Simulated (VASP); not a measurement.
Data:

```yaml
crystal:
  lattice:
    - [0.00000, 2.84308, 2.84308]
    - [2.84308, 0.00000, 2.84308]
    - [2.84308, 2.84308, 0.00000]
  atoms:
    - { symbol: Na, position: [0.00000, 0.00000, 0.00000] }
    - { symbol: Cl, position: [0.50000, 0.50000, 0.50000] }
```

All values below come from PW91 GGA, VASP's PBE PAW potentials (set 64) (plane waves; VASP 6.6.1). Numerical set-up: 520 eV cut-off, Gaussian smearing of 0.050 eV, potentials Na_pv Cl.

Q: Give the energies of bands 5 to 10 at the high-symmetry points, in eV from the valence-band maximum.

A: 
```csv
band,Γ,X,U,L,W
5,0.00,-1.59,-1.35,-1.85,-1.14
6,0.00,-0.57,-1.07,-0.25,-1.14
7,0.00,-0.57,-0.47,-0.25,-0.72
8,5.03,7.49,8.20,7.23,8.75
9,11.10,8.10,8.97,10.45,9.64
10,11.10,11.15,10.44,10.92,9.64
```

The gap is direct, 5.03 eV, from the valence maximum at Γ to the conduction minimum at Γ.

Measured: gap 8.97 eV (computed value off by -3.94 eV), as given by Wei Chen et al., Physical Review Materials (2018), doi:10.1103/physrevmaterials.2.073803.

The compound is NaCl in the rock salt structure. It was relaxed first.
